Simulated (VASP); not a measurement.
Computed with PBEsol GGA, VASP's PBE PAW potentials (set 64) (plane waves; VASP).

The input files of a VASP run:

### KPOINTS
```
Automatic
0
G
  8 8 5
0 0 0
```

INCAR:
```
SYSTEM = SiC
PREC = Accurate
ENCUT = 620
EDIFF = 1E-6
NELM = 100
ALGO = Normal
LREAL = .FALSE.
LASPH = .TRUE.
ISMEAR = 0
SIGMA = 0.05
GGA = PS
LWAVE = .FALSE.
LCHARG = .FALSE.
IBRION = 2
ISIF = 3
NSW = 40
EDIFFG = -0.02
PSTRESS = 50
```

POSCAR:
```
SiC
1
    3.0550600533     0.0000000000     0.0000000000
   -1.5275300266     2.6457591736     0.0000000000
    0.0000000000     0.0000000000     5.0124560768
Si C
2 2
Direct
  0.3333330000   0.6666670000   0.9995576855
  0.6666670000   0.3333330000   0.4995576855
  0.3333330000   0.6666670000   0.3754423145
  0.6666670000   0.3333330000   0.8754423145
```

POTCAR, in this order: Si C (PBE.64 set). Program: vasp_std.

What VASP printed:

**OSZICAR**
```
       N       E                     dE             d eps       ncg     rms          rms(c)
DAV:   1     0.407626728556E+02    0.40763E+02   -0.83400E+03   720   0.138E+03
DAV:   2    -0.322465154474E+02   -0.73009E+02   -0.66576E+02  1064   0.201E+02
DAV:   3    -0.355005194420E+02   -0.32540E+01   -0.32380E+01   960   0.429E+01
DAV:   4    -0.355381245977E+02   -0.37605E-01   -0.37573E-01   904   0.538E+00
DAV:   5    -0.355387555009E+02   -0.63090E-03   -0.63080E-03   920   0.672E-01    0.127E+01
DAV:   6    -0.319812386912E+02    0.35575E+01   -0.10042E+01   876   0.202E+01    0.579E+00
DAV:   7    -0.318394047605E+02    0.14183E+00   -0.91072E-01   928   0.639E+00    0.243E+00
DAV:   8    -0.318117339511E+02    0.27671E-01   -0.51335E-02   868   0.165E+00    0.504E-01
DAV:   9    -0.318096956709E+02    0.20383E-02   -0.56448E-03   884   0.557E-01    0.128E-01
DAV:  10    -0.318097970239E+02   -0.10135E-03   -0.40458E-04   868   0.152E-01    0.498E-02
DAV:  11    -0.318097963019E+02    0.72200E-06   -0.38545E-05   880   0.513E-02    0.107E-02
DAV:  12    -0.318097966243E+02   -0.32240E-06   -0.19145E-06   704   0.107E-02
   1 F= -.30545410E+02 E0= -.30545410E+02  d E =-.305454E+02
```

**OUTCAR**
```
------------------------ aborting loop because EDIFF is reached ----------------------------------------
  FORCE on cell =-STRESS in cart. coord.  units (eV):
  Direction    XX          YY          ZZ          XY          YZ          ZX
  --------------------------------------------------------------------------------------
  Total        1.2672481      1.2672477      1.2512240      0.0000000      0.0000000     -0.0000000
  in kB       50.1131359     50.1131191     49.4794652      0.0000000      0.0000000     -0.0000000
  external PRESSURE =      -0.0980933 kB  Pullay stress =      50.0000000 kB
  volume of cell :       40.52
      direct lattice vectors                 reciprocal lattice vectors
     3.055060053  0.000000000  0.000000000     0.327325808  0.188981675  0.000000000
    -1.527530027  2.645759174  0.000000000     0.000000000  0.377963350  0.000000000
     0.000000000  0.000000000  5.012456077     0.000000000  0.000000000  0.199502995
  FREE ENERGIE OF THE ION-ELECTRON SYSTEM (eV)
  ---------------------------------------------------
  free  energy   TOTEN  =       -31.8097966243 eV

  energy  without entropy=      -31.8097966243  energy(sigma->0) =      -31.80979662
  enthalpy is  TOTEN    =       -30.5454095013 eV   P V=        1.2643871230

 reached required accuracy - stopping structural energy minimisation
```
(Selected blocks of OUTCAR.)

File OUTCAR:
```
 val. band max:        8.4443222343   @ k =   0.0000   0.0000   0.0000

 cond. band min:      10.7891681794   @ k =   0.3750   0.2500   0.0000


 Fermi energy:         8.6888377375

 k-point     1 :       0.0000    0.0000    0.0000
  band No.  band energies     occupation
      1      -7.3114      2.00000
      2      -3.6275      2.00000
      3      -0.4365      2.00000
      4       7.1115      2.00000
      5       7.1116      2.00000
      6       8.3346      2.00000
      7       8.4443      2.00000
      8       8.4443      2.00000
      9      13.3564      0.00000
     10      14.8157      0.00000
     11      15.1603      0.00000
     12      15.1603      0.00000

 k-point     2 :       0.1250   -0.0000    0.0000
  band No.  band energies     occupation
      1      -7.0353      2.00000
      2      -3.3931      2.00000
      3      -0.1800      2.00000
      4       5.7070      2.00000
      5       6.6649      2.00000
      6       7.4817      2.00000
      7       8.1419      2.00000
      8       8.2887      2.00000
      9      13.6982      0.00000
     10      14.9281      0.00000
     11      15.4708      0.00000
     12      15.6932      0.00000

 k-point     3 :       0.2500   -0.0000    0.0000
  band No.  band energies     occupation
      1      -6.2244      2.00000
      2      -2.7451      2.00000
      3       0.5310      2.00000
      4       3.2274      2.00000
      5       5.4716      2.00000
      6       5.8719      2.00000
      7       7.4112      2.00000
      8       7.8378      2.00000
      9      12.4566      0.00000
     10      14.2257      0.00000
     11      15.8697      0.00000
     12      16.1515      0.00000

 k-point     4 :       0.3750   -0.0000    0.0000
  band No.  band energies     occupation
      1      -4.9627      2.00000
      2      -2.0771      2.00000
      3       0.7291      2.00000
      4       2.1035      2.00000
      5       3.3809      2.00000
      6       5.2722      2.00000
...
```

The structure was generated: SiC was put into the wurtzite type (P6_3mc), which need not be its known phase. It was relaxed first under an external pressure of 5 GPa.
